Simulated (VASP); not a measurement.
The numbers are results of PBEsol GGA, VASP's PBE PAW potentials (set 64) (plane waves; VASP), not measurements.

VASP input:

### INCAR
```
# general
SYSTEM   =  Pd
PREC     =  Accurate
ENCUT    =  520
LREAL    =  .FALSE.
LASPH    =  .TRUE.

# electronic loop
EDIFF    =  1E-7   # SCF stop (eV)
NELM     =  100   # most electronic steps
ALGO     =  Normal   # blocked Davidson
LMAXMIX  =  4   # l cut-off of mixed one-centre charges

# smearing
ISMEAR   =  1
SIGMA    =  0.1   # width (eV)

# functional
GGA      =  PS

# ions
ISIF     =  2

# output
LWAVE    =  .FALSE.
LCHARG   =  .FALSE.
```

**POSCAR**
```
Pd
1
    0.0000000000     1.8973438160     1.8973438160
    1.8973438160     0.0000000000     1.8973438160
    1.8973438160     1.8973438160     0.0000000000
Pd
1
Direct
  0.0000000000   0.0000000000   0.0000000000
```

**KPOINTS**
```
Automatic mesh
0
Gamma
16 16 16
0 0 0
```

POTCAR, in this order: Pd (PBE.64 set). Program: vasp_std.

What VASP printed:

**OSZICAR**
```
       N       E                     dE             d eps       ncg     rms          rms(c)
DAV:   1     0.386235999064E+02    0.38624E+02   -0.54278E+03  2658   0.106E+03
DAV:   2    -0.593797917502E+01   -0.44562E+02   -0.43479E+02  2821   0.197E+02
DAV:   3    -0.631343731580E+01   -0.37546E+00   -0.36854E+00  3034   0.212E+01
DAV:   4    -0.631532234012E+01   -0.18850E-02   -0.18848E-02  3027   0.137E+00
DAV:   5    -0.631534154952E+01   -0.19209E-04   -0.19208E-04  3039   0.118E-01    0.103E+01
DAV:   6    -0.594605793436E+01    0.36928E+00   -0.15219E+00  2674   0.120E+01    0.475E+00
DAV:   7    -0.592677372027E+01    0.19284E-01   -0.22303E-02  3120   0.132E+00    0.235E+00
DAV:   8    -0.592097385597E+01    0.57999E-02   -0.20646E-03  2869   0.500E-01    0.130E-01
DAV:   9    -0.592095087568E+01    0.22980E-04   -0.72919E-05  3455   0.912E-02    0.226E-02
DAV:  10    -0.592095583618E+01   -0.49605E-05   -0.29720E-06  2979   0.187E-02    0.603E-03
DAV:  11    -0.592095555771E+01    0.27847E-06   -0.51583E-08  2620   0.193E-03    0.577E-04
DAV:  12    -0.592095554018E+01    0.17528E-07   -0.34252E-09  1417   0.675E-04
   1 F= -.59209555E+01 E0= -.59210176E+01  d E =0.186137E-03
```

**OUTCAR**
```
------------------------ aborting loop because EDIFF is reached ----------------------------------------
  FORCE on cell =-STRESS in cart. coord.  units (eV):
  Direction    XX          YY          ZZ          XY          YZ          ZX
  --------------------------------------------------------------------------------------
  Total        1.2765808      1.2765808      1.2765808      0.0000000      0.0000000     -0.0000000
  in kB      149.7237772    149.7237772    149.7237772      0.0000000      0.0000000     -0.0000000
  external PRESSURE =     149.7237772 kB  Pullay stress =       0.0000000 kB
  volume of cell :       13.66
      direct lattice vectors                 reciprocal lattice vectors
     0.000000000  1.897343816  1.897343816    -0.263526302  0.263526302  0.263526302
     1.897343816  0.000000000  1.897343816     0.263526302 -0.263526302  0.263526302
     1.897343816  1.897343816  0.000000000     0.263526302  0.263526302 -0.263526302
 POSITION                                       TOTAL-FORCE (eV/Angst)
 -----------------------------------------------------------------------------------
      0.00000      0.00000      0.00000         0.000000     -0.000000      0.000000
 -----------------------------------------------------------------------------------
    total drift:                                0.000000      0.000000      0.000000
  FREE ENERGIE OF THE ION-ELECTRON SYSTEM (eV)
  ---------------------------------------------------
  free  energy   TOTEN  =        -5.9209555402 eV

  energy  without entropy=       -5.9211416773  energy(sigma->0) =       -5.92101759
```
(Selected blocks of OUTCAR.)

The compound is Pd in the fcc structure. This cell is one point of a volume scan, at 0.94 of the reference volume.
